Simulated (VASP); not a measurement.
A VASP calculation is set up with these files.

### INCAR
```
SYSTEM = MgB2
PREC = Accurate
ENCUT = 520
EDIFF = 1E-6
NELM = 100
ALGO = Normal
LREAL = .FALSE.
LASPH = .TRUE.
ISMEAR = 1
SIGMA = 0.1
GGA = PE
LWAVE = .FALSE.
LCHARG = .FALSE.
ISIF = 2
```

### KPOINTS
```
Automatic mesh
0
Gamma
9 9 7
0 0 0
```

File POSCAR:
```
MgB2
1
    1.5450000000     2.6760180000     0.0000000000
    1.5450000000    -2.6760180000     0.0000000000
    0.0000000000     0.0000000000     3.5200000000
Mg B
1 2
Direct
  0.0000000000   0.0000000000   0.0000000000
  0.6666670000   0.3333330000   0.5000000000
  0.3333330000   0.6666670000   0.5000000000
```

POTCAR, in this order: Mg B (PBE.64 set). Program: vasp_std.

Output of the run:

### standard output
```
 -----------------------------------------------------------------------------
|                                                                             |
|     EEEEEEE  RRRRRR   RRRRRR   OOOOOOO  RRRRRR      ###     ###     ###     |
|     E        R     R  R     R  O     O  R     R     ###     ###     ###     |
|     E        R     R  R     R  O     O  R     R     ###     ###     ###     |
|     EEEEE    RRRRRR   RRRRRR   O     O  RRRRRR       #       #       #      |
|     E        R   R    R   R    O     O  R   R                               |
|     E        R    R   R    R   O     O  R    R      ###     ###     ###     |
|     EEEEEEE  R     R  R     R  OOOOOOO  R     R     ###     ###     ###     |
|                                                                             |
|     ERROR: the triple product of the basis vectors is negative exchange     |
|     two basis vectors                                                       |
|                                                                             |
|       ---->  I REFUSE TO CONTINUE WITH THIS SICK JOB ... BYE!!! <----       |
|                                                                             |
 -----------------------------------------------------------------------------
```

Task: Read the log: what went wrong, and how is it fixed?

Result: The cause: the lattice vectors form a left-handed set. VASP stops with an error: ERROR: the triple product of the basis vectors is negative exchange two basis vectors ----> I REFUSE TO CONTINUE WITH THIS SICK JOB ... BYE!!! <---- To mend it, correct POSCAR.
POSCAR:
```
MgB2
1
    1.5450000000    -2.6760180000     0.0000000000
    1.5450000000     2.6760180000     0.0000000000
    0.0000000000     0.0000000000     3.5200000000
Mg B
1 2
Direct
  0.0000000000   0.0000000000   0.0000000000
  0.3333330000   0.6666670000   0.5000000000
  0.6666670000   0.3333330000   0.5000000000
```
The mended run (PBE GGA, plane waves, VASP's PBE PAW potentials (set 64)) converges, and its OSZICAR ends with
```
   1 F= -.15322904E+02 E0= -.15322774E+02  d E =-.390071E-03
```

The compound is MgB2 in the AlB2 type structure. The cell was not relaxed at this level.
